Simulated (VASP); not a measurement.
Consider the following.

```xyz
5
Lattice="4.2400 0.0000 0.0000 0.0000 6.9239 0.0000 0.0000 0.0000 24.6232" Properties=species:S:1:pos:R:3 pbc="T T T"
Ba     1.4133     3.4620     8.3141
Ba     2.8267     0.0000    10.3128
Ba     0.0000     3.4620    12.3116
Ba     1.4133     0.0000    14.3104
Ba     2.8267     3.4620    16.3091
```

Calculation: PBEsol GGA, VASP's PBE PAW potentials (set 64) (plane waves; VASP). Run with PREC = Normal, EDIFF = 1E-5, 400 eV cut-off, 7×4×1 Γ-centred mesh, first-order Methfessel-Paxton smearing of 0.10 eV, potentials Ba_sv.

### Question
The ions are relaxed. Predict the relaxed structure.

### Answer

```xyz
5
Lattice="4.2400 0.0000 0.0000 0.0000 6.9239 0.0000 0.0000 0.0000 24.6232" Properties=species:S:1:pos:R:3 pbc="T T T"
Ba     1.2351     3.4620     8.4120
Ba     3.0768     0.0000    10.3727
Ba     0.0000     3.4620    12.3116
Ba     1.1633     6.9239    14.2505
Ba     3.0049     3.4620    16.2112
```

### Question
How much energy does the relaxation gain?

### Answer
The energy (σ→0) changes by -15.2 meV/atom, in 8 ionic steps.

The cell is a thin slab with vacuum, built from Ba (bcc): (211) face.
